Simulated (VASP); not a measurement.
An input for Quantum ESPRESSO's pw.x (written as the equivalent of a VASP run, and not itself run):

```
&CONTROL
  calculation = 'scf'
  pseudo_dir = './pseudo'
  outdir = './out'
  tprnfor = .true.
  tstress = .true.
/
&SYSTEM
  ibrav = 0
  nat = 1
  ntyp = 1
  ecutwfc = 90
  occupations = 'smearing'
  smearing = 'methfessel-paxton'
  degauss = 0.00735
  input_dft = 'pbe'
  nspin = 2
  starting_magnetization(1) = 0.25
/
&ELECTRONS
  conv_thr = 7.3e-08
  electron_maxstep = 100
/
ATOMIC_SPECIES
  Fe 55.845 Fe.upf
CELL_PARAMETERS angstrom
    -1.4637000    1.4637000    1.4637000
     1.4637000   -1.4637000    1.4637000
     1.4637000    1.4637000   -1.4637000
ATOMIC_POSITIONS crystal
  Fe   0.0000000  0.0000000  0.0000000
K_POINTS automatic
  16 16 16 0 0 0
```

### Question
Translate this input to VASP (INCAR, KPOINTS, POSCAR, choice of POTCAR).

### Answer
One answer among several that fit: 
File KPOINTS:
```
Automatic
0
Gamma
 16 16 16
```

POSCAR:
```
Fe
1
   -1.4637000000     1.4637000000     1.4637000000
    1.4637000000    -1.4637000000     1.4637000000
    1.4637000000     1.4637000000    -1.4637000000
Fe
1
Direct
  0.0000000000   0.0000000000   0.0000000000
```

**INCAR**
```
ALGO=Damped
EDIFF=1E-6
ENCUT=400
GGA=PE
ISIF=2
ISMEAR=1
ISPIN=2
LASPH=.TRUE.
LCHARG=.FALSE.
LMAXMIX=4
LORBIT=10
LREAL=.FALSE.
LWAVE=.FALSE.
MAGMOM=2.5
NELM=100
PREC=Accurate
SIGMA=0.1
SYSTEM=Fe
```

POTCAR, in this order: Fe (PBE.64 set). Program: vasp_std.

What does not carry over: the potentials are each code's own (VASP's PAW set, PseudoDojo norm-conserving files in pw.x), so ENCUT and ecutwfc are chosen apart and not converted; conv_thr bounds pw.x's estimated SCF error, while EDIFF bounds the energy change between steps; starting_magnetization is a fraction of the valence charge and MAGMOM a moment in μB, so they match only roughly.

The compound is Fe in the bcc structure. The cell was not relaxed at this level. The run is one of a series of settings (ALGO = Damped against the base run), some of them coarse on purpose.
